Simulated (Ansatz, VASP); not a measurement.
# Cross-check of ZnCu between VASP and Ansatz

One calculation is typed for both programs; each brings its own data sets. How far apart do they land? The cell is taken from a series of runs on this material, whose earlier steps may have relaxed, scaled, displaced or heated it; both programs get it as it stands.

Method: plane waves, with VASP 6.6.1 beside it; relaxation of cell and atoms at PBEsol, in Ansatz 0.2.0.

**1. Set-up**

Symmetry: Pm-3m, No. 221, cubic system. The conventional cell has a = 2.908 Å, b = 2.908 Å, c = 2.908 Å, α = 90.00°, β = 90.00°, γ = 90.00°. Nearest to Zn lie 8 Cu at 2.52 Å. Nearest to Cu lie 8 Zn at 2.52 Å. Farther neighbours are not listed.

**2. Ansatz: relaxation of cell and atoms, PBEsol**

Ansatz runs on its default PAW (the set named soft_2) files.

The relaxed volume is the usual yardstick between codes: in a stiff, nearly cubic crystal its relative difference is about their pressure difference at one cell divided by the bulk modulus.

Contents of input.yaml:

```yaml
crystal:
  lattice:
    - [2.9078796817, 0.0, 0.0]
    - [0.0, 2.9078796817, 0.0]
    - [0.0, 0.0, 2.9078796817]
  atoms:
    - { symbol: Zn, position: [0.5, 0.5, 0.5] }
    - { symbol: Cu, position: [0.0, 0.0, 0.0] }
kpoints:
  mp_grid: { grid: [16, 16, 16] }
hamiltonian:
  xc: pbesol
scf:
  occupations: { method: methfessel_paxton, width: 0.2 }
output:
  forces: true
  stress: true
  eigenvalues: true
  write_density: true
  write_potential: true
  elf: true
  volumetric_format: npy
relax:
  adjacent_minimum: "off"
  f_tol: 0.001
  max_steps: 60
  cell: { stress_tol: 0.01 }
```

Launch:

```console
$ ansatz run input.yaml --threads 4 --pin off --max-ram 8192MiB --backend cpu --events-out ev --progress --plain --runs-dir out
```

Numbers of over 12 decimals in the logs are rounded to 6 here.

The program printed:

```text
Engine: ansatz 0.2.0, aarch64-unknown-linux-gnu
Pseudopotentials: kind: paw
Pseudopotential: Zn, paw, valence charge 12, recommended cutoff 420 eV (normal), Zn.paw.azcp
Pseudopotential: Cu, paw, valence charge 19, recommended cutoff 420 eV (normal), Cu.paw.azcp
Functional definition: PBEsol
  exchange = pbesol_x
  correlation = pbesol_c
Crystal: 2 atoms, lattice volume = 24.588 Å³
Basis set: ecut = 420 eV, 461 PW (Γ), exchange–correlation on 40×40×40 points (8 copies of the dense FFT grid, shifted against one another)
Bands: 20, of which v1, the nominal top of the filled ones, is band 16 counted from 1 (15 counted from 0)
Symmetry: 48 space group operations
Space group: Pm-3m (ITA 221), of the structure as read, at distance tolerance 2.9e-5 Å
k-points: 165 of 4096
Non-local potential: Zn, projectors of the file, l = 0: 2, l = 1: 2, l = 2: 3, l = 3: 1
Non-local potential: Cu, projectors of the file, l = 0: 3, l = 1: 2, l = 2: 3, l = 3: 1
PAW form: soft (Blöchl's): semilocal exchange-correlation on the pseudo side does not see the compensation charge
PAW frozen core: Zn, regenerated for the run's functional, and the local potential with it (the file was generated under x = pbe(κ = 0.804, μ = 0.219515), c = pbe(β = 0.066725))
PAW frozen core: Cu, regenerated for the run's functional, and the local potential with it (the file was generated under x = pbe(κ = 0.804, μ = 0.219515), c = pbe(β = 0.066725))
PAW one-centre angular grid: Zn, 590 points (default); XC on 64 Gauss nodes
PAW one-centre angular grid: Cu, 590 points (default); XC on 64 Gauss nodes
Initial density: superposition of atomic densities (neutral atoms: chi_scale 0, normalization atom), corrected by the library's trained network
Initial wavefunctions: pseudopotential atomic-orbital guess
Functional: x = pbesol(κ = 0.804, μ = 0.123457), c = pbesol(β = 0.046)
SCF iter   1: F=—  HF=-9869.887514 eV  |F-HF|=—  |Δ(HF+E_count)|=         —  Δρ=1.39e-2  dr2=2.54e-2  ethr=1.77e-3  ⟨swp⟩=5.0  Hψ=13688  notcnv=0
preconditioner: auto → none  [metal: Δε(μ)=0.032 eV  Ē_g=12.986 eV  σ=0.200 eV  W_gap=0.13  n_scr=6 (ndim 8)  ℏωp=35.9 eV  f_vac=0.000  D(μ)=0.58/eV (n_scr^D=0)  sad-step TF]
SCF iter   2: F=—  HF=-9869.882487 eV  |F-HF|=—  |Δ(HF+E_count)|=   5.03e-3  S|Δr|=    0.00e0  Δρ=2.84e-3  dr2=1.27e-3  ethr=8.20e-5  ⟨swp⟩=2.2  Hψ=5889  notcnv=0
SCF iter   3: F=—  HF=-9869.882183 eV  |F-HF|=—  |Δ(HF+E_count)|=   3.05e-4  S|Δr|=    0.00e0  Δρ=9.88e-4  dr2=1.35e-4  ethr=4.09e-6  ⟨swp⟩=1.1  Hψ=3295  notcnv=0  defer=2
SCF iter   4: F=—  HF=-9869.882135 eV  |F-HF|=—  |Δ(HF+E_count)|=   4.80e-5  S|Δr|=    0.00e0  Δρ=2.03e-4  dr2=5.39e-6  ethr=4.35e-7  ⟨swp⟩=2.1  Hψ=4852  notcnv=0  defer=7
SCF iter   5: F=—  HF=-9869.882123 eV  |F-HF|=—  |Δ(HF+E_count)|=   1.14e-5  S|Δr|=    0.00e0  Δρ=4.56e-5  dr2=2.19e-7  ethr=1.74e-8  ⟨swp⟩=2.0  Hψ=5061  notcnv=0  defer=7
SCF iter   6: F=-9869.882124 eV  HF=-9869.882124 eV  |F-HF|=3.13e-9  |Δ(HF+E_count)|=   2.48e-7  S|Δr|=    0.00e0  Δρ=5.05e-6  dr2=2.12e-9  ethr=3.23e-10  ⟨swp⟩=9.4  Hψ=22921  notcnv=0
SCF 1 converged in 6 iterations: F = -9869.882124 eV  dr2 = 2.12e-9
  greatest PAW one-centre occupation: 1.000 electrons in one spin orbital (limit 2), on the Cu atom at site 1 (counted from 0), in its partial waves of l = 0
relax step   1: F+E_penalty+E_count = -9869.88212354 eV  Δ(F+E_penalty+E_count) = +0.000e0 eV  max|allowed force component| = 1.883e-29 eV/Å  Δτ_max = 0.0000 Å  P = +0.042 GPa  Ω = 24.588 Å³  (6 SCF iters, dr2 threshold 1.00e-7 eV, accepted)
[...]
relax step   2: F+E_penalty+E_count = -9869.88212058 eV  Δ(F+E_penalty+E_count) = +2.958e-6 eV  max|allowed force component| = 2.136e-30 eV/Å  Δτ_max = 0.0000 Å  P = +0.019 GPa  Ω = 24.593 Å³  energy of the carried Pulay correction = -3.771e-6 eV  (4 SCF iters, dr2 threshold 4.43e-9 eV, accepted)
[...]
relax step   3: F+E_penalty+E_count = -9869.88211781 eV  Δ(F+E_penalty+E_count) = +2.772e-6 eV  max|allowed force component| = 1.150e-30 eV/Å  Δτ_max = 0.0000 Å  P = -0.000 GPa  Ω = 24.596 Å³  energy of the carried Pulay correction = -6.734e-6 eV  (4 SCF iters, dr2 threshold 8.58e-10 eV, accepted)
[...]
relax step   4: F+E_penalty+E_count = -9869.88212347 eV  Δ(F+E_penalty+E_count) = -5.661e-6 eV  max|allowed force component| = 4.207e-30 eV/Å  Δτ_max = 0.0000 Å  P = -0.000 GPa  Ω = 24.596 Å³  stress off target by 2.13e-4 GPa  SCF on the basis re-selected at this cell (its energy is not comparable with the rows above)  (5 SCF iters)
basis re-selected at this cell: Δ(F+E_penalty+E_count) = -5.661e-6 eV, ΔP = -0.000 GPa vs the last step (what re-selecting the basis moved, of the pressure what is left beyond the Pulay correction that the steps carried, after the strain that the cell walked since its last selection, with what the two solves' SCF thresholds leave and, on support functions, any second-order correction that the steps lacked; it is no m [...]
SCF converged after 5 iterations
Stability not checked: this state was not tested for a lower state beside it, because cold or Methfessel-Paxton smearing, or corrected tetrahedra, fill the levels in a way that the test cannot read (fill_not_monotonic; see scf.lower_state_search)
Free energy (F): -9869.882123 eV
Harris-Foulkes:  -9869.882123 eV  (|F-HF|=1.82e-12)
Internal energy: -9869.880930 eV  (E = F + TS)
E sigma→0 (E₀):  -9869.881825 eV
Entropy (-TS):   -0.001194 eV (-0.597 meV/atom)
Fermi energy:    15.040898 eV
--- Per-component energies (eV) ---
  E_band       = -302.564516
  E_kinetic    = 432.879320
  E_local      = -5699.910373  (includes V_loc(G=0)·N_el)
  E_nonlocal   = 1003.609733
  E_hartree    = 2485.818946
  E_xc         = -226.429005
  E_vxc        = -170.137241  (∫ρ·V_xc dr)
  E_paw        = -3414.236563  (= ΣΔE_a)
  E_vpaw       = -840.643676  (= ΣTr[D̂ρ^β])
  E_aug_tail   = -0.000161  (compensation charges beyond the density's cutoff)
  E_ewald      = -4452.616384
  E_core_change = 1.003557  (= ΣΔE_core)
  E_smearing   = -0.001194  (= −TS)
  E_closure    = -0.000000  (closes the sum)
  Σ components = -9869.882123   (vs F -9869.882123, Δ=0.00e0)
--- Forces (eV/Å), atoms counted from 1 ---
  atom   1  Zn    -0.00000000    -0.00000000     0.00000000
  atom   2  Cu    -0.00000000     0.00000000    -0.00000000
  max |Σ_I F_I| component: 8.41e-30 eV/Å
--- Stress (GPa, compression-positive) ---
       -0.000213      -0.000000      -0.000000
       -0.000000      -0.000213       0.000000
       -0.000000       0.000000      -0.000213
  P = ⅓ Tr σ = -0.0002 GPa (-0.002 kbar)
--- Band table (eV; the first three rows and the last of 165) ---
  k-point 0: bands = [... 12 lower, 12.2762, 12.2762, 12.2762, 21.3215, 21.3215, 21.3215, 26.5165, 26.5165]
  k-point 1: bands = [... 12 lower, 12.2495, 12.2495, 12.2728, 20.6224, 21.4346, 21.4346, 26.5531, 26.9528]
  k-point 2: bands = [... 12 lower, 12.1755, 12.1755, 12.2632, 19.1629, 21.7673, 21.7673, 26.6636, 27.3315]
  k-point 164: bands = [... 12 lower, 12.5485, 12.5485, 19.1319, 19.4263, 19.4263, 19.4263, 19.6794, 19.6794]
--- Relaxed structure (3 steps of the walk, 3 accepted, 1 SCFs on fresh bases) ---
  F+E_penalty+E_count = -9869.88212347 eV   max|allowed force component| = 4.207e-30 eV/Å   (the final SCF, on the basis selected at the relaxed cell)
  cell:  # Å, volume = 24.5960 Å³
    - [2.908180, 0, 0]
    - [0, 2.908180, 0]
    - [0, 0, 2.908180]
  atoms:
    - { symbol: Zn, position: [0.5, 0.5, 0.5] }
    - { symbol: Cu, position: [0, 0, 0] }
```

**3. VASP: relaxation of cell and atoms, PBEsol**

The same cell, functional, mesh and smearing now go to VASP, with its own data sets.

Lines of VASP's logs that name or quote its potential files are left out, and so is its time.

Contents of INCAR:

```
SYSTEM = ZnCu
PREC = Accurate
ENCUT = 600
EDIFF = 1E-07
NELM = 120
ISMEAR = 1
SIGMA = 0.2
LREAL = .FALSE.
ALGO = Normal
GGA = PS
NBANDS = 17
LASPH = .TRUE.
LORBIT = 11
LWAVE = .FALSE.
LCHARG = .FALSE.
ISIF = 3
IBRION = 2
NSW = 80
EDIFFG = -0.005
GGA_COMPAT = .FALSE.
NELMIN = 4
```

Contents of POSCAR:

```
ZnCu
1.0
    2.9078800000      0.0000000000      0.0000000000
    0.0000000000      2.9078800000      0.0000000000
    0.0000000000      0.0000000000      2.9078800000
Zn Cu
1 1
Direct
    0.5000000000      0.5000000000      0.5000000000
    0.0000000000      0.0000000000      0.0000000000
```

Contents of KPOINTS:

```
Automatic mesh
0
Gamma
16 16 16
0 0 0
```

The projector-augmented-wave data sets are Zn and Cu (PBE family, release 64).

Launch:

```console
$ mpirun -np 1 vasp_std
```

The program printed:

```text
[banner, memory and clock lines left out]
running    1 mpi-ranks, on    1 nodes
 distrk:  each k-point on    1 cores,    1 groups
 distr:  one band on    1 cores,    1 groups

 POSCAR found type information on POSCAR ZnCu
 POSCAR found :  2 types and       2 ions
|                                                                             |
|               ----> ADVICE to this user running VASP <----                  |
|                                                                             |
|     You enforced a specific xc type in the INCAR file but a different       |
|     [... a line on the potential file left out ...]
|     I HOPE YOU KNOW WHAT YOU ARE DOING!                                     |
|                                                                             |

 LDA part: xc-table for (Slater+PW92), standard interpolation
 POSCAR, INCAR and KPOINTS ok, starting setup
 FFT: planning ... GRIDC
 FFT: planning ... GRID_SOFT
 FFT: planning ... GRID
 WAVECAR not read
 entering main loop
       N       E                     dE             d eps       ncg     rms          rms(c)
DAV:   1     0.117448494221E+03    0.11745E+03   -0.12471E+04  5954   0.250E+03
DAV:   2    -0.320432486918E+01   -0.12065E+03   -0.11645E+03  5629   0.325E+02
DAV:   3    -0.741467522879E+01   -0.42104E+01   -0.41877E+01  6556   0.776E+01
DAV:   4    -0.744598413229E+01   -0.31309E-01   -0.31299E-01  6779   0.601E+00
DAV:   5    -0.744640852925E+01   -0.42440E-03   -0.42438E-03  6843   0.715E-01    0.106E+01
DAV:   6    -0.720325790079E+01    0.24315E+00   -0.18447E+01  5915   0.109E+02    0.652E+00
DAV:   7    -0.610448213638E+01    0.10988E+01   -0.39125E+00  5985   0.114E+02    0.238E+00
DAV:   8    -0.610386486578E+01    0.61727E-03   -0.18656E-01  7437   0.591E+00    0.132E+00
DAV:   9    -0.609356529402E+01    0.10300E-01   -0.11942E-02  6924   0.252E+00    0.825E-02
DAV:  10    -0.609352395281E+01    0.41341E-04   -0.80770E-04  8708   0.633E-01    0.480E-02
DAV:  11    -0.609351456723E+01    0.93856E-05   -0.85987E-05  7099   0.288E-01    0.101E-02
DAV:  12    -0.609351438709E+01    0.18014E-06   -0.50726E-06  7995   0.460E-02    0.156E-03
DAV:  13    -0.609351420762E+01    0.17948E-06   -0.21981E-07  4612   0.908E-03    0.974E-04
DAV:  14    -0.609351423386E+01   -0.26243E-07   -0.47215E-08  3160   0.572E-03
   1 F= -.60935142E+01 E0= -.60931061E+01  d E =-.609351E+01
 curvature:   0.00 expect dE= 0.000E+00 dE for cont linesearch  0.000E+00
 trial: gam= 0.00000 g(F)=  0.000E+00 g(S)=  0.960E-03 ort = 0.000E+00 (trialstep = 0.100E+01)
 search vector abs. value=  0.960E-03
 bond charge predicted
       N       E                     dE             d eps       ncg     rms          rms(c)
DAV:   1    -0.612245941442E+01   -0.28945E-01   -0.34660E-01  5747   0.138E+01    0.131E+00
DAV:   2    -0.610407228505E+01    0.18387E-01   -0.19122E-01  5777   0.111E+01    0.616E-01
DAV:   3    -0.609549732320E+01    0.85750E-02   -0.50317E-02  5755   0.672E+00    0.356E-01
DAV:   4    -0.609411579393E+01    0.13815E-02   -0.27119E-03  7878   0.152E+00    0.139E-01
DAV:   5    -0.609373166080E+01    0.38413E-03   -0.25312E-04  9096   0.269E-01    0.950E-03
DAV:   6    -0.609373219853E+01   -0.53773E-06   -0.15615E-05  8263   0.747E-02    0.421E-03
DAV:   7    -0.609373339404E+01   -0.11955E-05   -0.36085E-07  6479   0.146E-02    0.501E-04
DAV:   8    -0.609373347177E+01   -0.77728E-07   -0.14461E-07  3807   0.637E-03
   2 F= -.60937335E+01 E0= -.60933133E+01  d E =-.219238E-03
 trial-energy change:   -0.000219  1 .order   -0.000245   -0.000960    0.000470
 step:   0.6467(harm=  0.6714)  dis= 0.00000  next Energy=    -6.093818 (dE=-0.303E-03)
 bond charge predicted
       N       E                     dE             d eps       ncg     rms          rms(c)
DAV:   1    -0.609743493011E+01   -0.37015E-02   -0.42984E-02  5732   0.481E+00    0.469E-01
DAV:   2    -0.609519730513E+01    0.22376E-02   -0.25126E-02  5765   0.405E+00    0.225E-01
DAV:   3    -0.609402925744E+01    0.11680E-02   -0.64822E-03  5743   0.250E+00    0.122E-01
DAV:   4    -0.609386863829E+01    0.16062E-03   -0.33214E-04  8017   0.519E-01    0.486E-02
DAV:   5    -0.609382171285E+01    0.46925E-04   -0.28623E-05  9169   0.908E-02    0.290E-03
DAV:   6    -0.609382157114E+01    0.14171E-06   -0.15868E-06  7680   0.202E-02    0.156E-03
DAV:   7    -0.609382128612E+01    0.28502E-06   -0.24915E-08  3246   0.488E-03    0.167E-04
DAV:   8    -0.609382127346E+01    0.12660E-07   -0.30879E-08  2887   0.326E-03
   3 F= -.60938213E+01 E0= -.60934055E+01  d E =-.307040E-03
 curvature:  -0.33 expect dE=-0.889E-07 dE for cont linesearch -0.889E-07
 trial: gam=-0.01638 g(F)=  0.286E-64 g(S)=  0.266E-06 ort = 0.160E-04 (trialstep = 0.929E+00)
 search vector abs. value=  0.174E-09
 reached required accuracy - stopping structural energy minimisation
```

From OUTCAR (step 3):

```text
ion  position               nearest neighbor table
   1  0.500  0.500  0.500-   2 2.52   2 2.52   2 2.52   2 2.52   2 2.52   2 2.52   2 2.52   2 2.52

  LATTYP: Found a simple cubic cell.
 ALAT       =     2.9078800000

 Subroutine GETGRP returns: Found 48 space group operations
 (whereof 48 operations were pure point group operations)

The static configuration has the point symmetry O_h .

 Found    165 irreducible k-points:

   k-points           NKPTS =    165   k-points in BZ     NKDIM =    165   number of bands    NBANDS=     17

   dimension x,y,z NGX =    24 NGY =   24 NGZ =   24
   dimension x,y,z NGXF=    48 NGYF=   48 NGZF=   48

   ENCUT  =  600.0 eV  44.10 Ry    6.64 a.u.   5.81  5.81  5.81*2*pi/ulx,y,z

   NELECT =      23.0000    total number of electrons

 k-points in reciprocal lattice and weights: Automatic mesh
   0.00000000  0.00000000  0.00000000       0.000
   0.06250000  0.00000000  0.00000000       0.001
   0.12500000  0.00000000  0.00000000       0.001
   0.18750000  0.00000000  0.00000000       0.001
   0.25000000  0.00000000  0.00000000       0.001
   0.31250000  0.00000000  0.00000000       0.001
   0.37500000  0.00000000  0.00000000       0.001
   0.43750000  0.00000000  0.00000000       0.001
   0.50000000  0.00000000  0.00000000       0.001
[...]
0.50000000  0.50000000  0.43750000       0.001
   0.50000000  0.50000000  0.50000000       0.000

 average (electrostatic) potential at core
       1 -33.8044       2 -65.8151

 E-fermi :   5.6747

 k-point     1 :       0.0000    0.0000    0.0000
  band No.  band energies     occupation
    ...
      7       2.0117      2.00000
      8       2.0117      2.00000
      9       2.8904      2.00000
     10       2.8904      2.00000
     11       2.8904      2.00000
     12      11.9884      0.00000
     13      11.9884      0.00000
     14      11.9884      0.00000
     15      17.1474      0.00000
     16      17.1474      0.00000
    ...

 k-point     2 :       0.0625    0.0000    0.0000
  band No.  band energies     occupation
    ...
      7       2.0066      2.00000
      8       2.0187      2.00000
      9       2.8646      2.00000
     10       2.8646      2.00000
     11       2.8873      2.00000
     12      11.2821      0.00000
     13      12.1002      0.00000
     14      12.1002      0.00000
     15      17.1849      0.00000
     16      17.5890      0.00000
    ...

 k-point     3 :       0.1250    0.0000    0.0000
  band No.  band energies     occupation
    ...
      7       1.9920      2.00000
      8       2.0355      2.00000
      9       2.7929      2.00000
     10       2.7929      2.00000
     11       2.8782      2.00000
     12       9.8143      0.00000
     13      12.4296      0.00000
     14      12.4296      0.00000
     15      17.2984      0.00000
     16      17.9625      0.00000
    ...

  Total        0.0019186      0.0019186      0.0019186      0.0000000     -0.0000000      0.0000000
  in kB        0.1243442      0.1243442      0.1243442      0.0000000     -0.0000000      0.0000000
  external PRESSURE =       0.1243442 kB  Pullay stress =       0.0000000 kB

  energy-cutoff  :      600.00
  volume of cell :       24.72
      direct lattice vectors                 reciprocal lattice vectors
     2.913103582 -0.000000000  0.000000000     0.343276499  0.000000000  0.000000000
    -0.000000000  2.913103582  0.000000000     0.000000000  0.343276499  0.000000000
    -0.000000000 -0.000000000  2.913103582    -0.000000000 -0.000000000  0.343276499

 POSITION                                       TOTAL-FORCE (eV/Angst)
 -----------------------------------------------------------------------------------
      1.45655      1.45655      1.45655        -0.000000     -0.000000      0.000000
      0.00000      0.00000      0.00000         0.000000      0.000000      0.000000
 -----------------------------------------------------------------------------------
    total drift:                                0.000000      0.000000     -0.000000

  FREE ENERGIE OF THE ION-ELECTRON SYSTEM (eV)
  ---------------------------------------------------
  free  energy   TOTEN  =        -6.0938212735 eV

  energy  without entropy=       -6.0925738817  energy(sigma->0) =       -6.09340548

 reached required accuracy - stopping structural energy minimisation

 total charge
# of ion       s       p       d       tot
------------------------------------------
    1        0.591   0.553   9.740  10.884
    2        0.438   0.408   9.177  10.024
--------------------------------------------------
tot          1.029   0.961  18.917  20.907

[... 3 further parts left out ...]
```

This run has no spin polarisation. Its electron count is odd, so without a moment it is a metal by construction. The run keeps the 48 symmetry operations of its start, so it cannot find a distortion of lower symmetry.

**4. Differences**

Known differences besides the potentials themselves: the data sets hold 31 valence electrons in Ansatz (on its default PAW (the set named soft_2) files) and 23 in VASP; the cutoff is 420 eV in Ansatz and 600 eV in VASP; Ansatz makes its cores anew for this functional, VASP keeps those of its PBE data sets; Ansatz adds a Pulay correction to the stress that steers its cell, VASP none. Total energies have different zeros and are not compared.

Compared:

| quantity | Ansatz | VASP | difference |
| --- | --- | --- | --- |
| volume (Å³) | 24.60 | 24.72 | -0.51 % |
| edge a after relaxation, in the typed setting (Å) | 2.908 | 2.913 | -0.17 % |

**5. Outcome**

| Property | Result |
| --- | --- |
| difference in volume (relaxation of cell and atoms, PBEsol) | -0.51 % |

**Reading.** The difference in volume is -0.51 % (relaxation of cell and atoms, PBEsol), within the 1.2 % picked in this series as the mark of a large difference, as far as the stopping tolerances let one tell. The data sets hold unlike numbers of valence electrons (31 in Ansatz and 23 in VASP), so part of the differences comes from the potentials. Such differences can come from data sets, numerical settings and the points named under the comparisons, not from the functional's error against experiment.

[Lines on the potential files, build, host, timing and source positions are cut from VASP's logs without a mark.]

[Logs are printed without paths, hosts, clocks, repeated set-up lines and the standing remarks that a program may print on its own settings, such as how far it seeks lower states.]

[Hosts, paths, dates, database ids (printed as entryN), source tags and the programs' standing remarks are cut or masked in the printed files.]
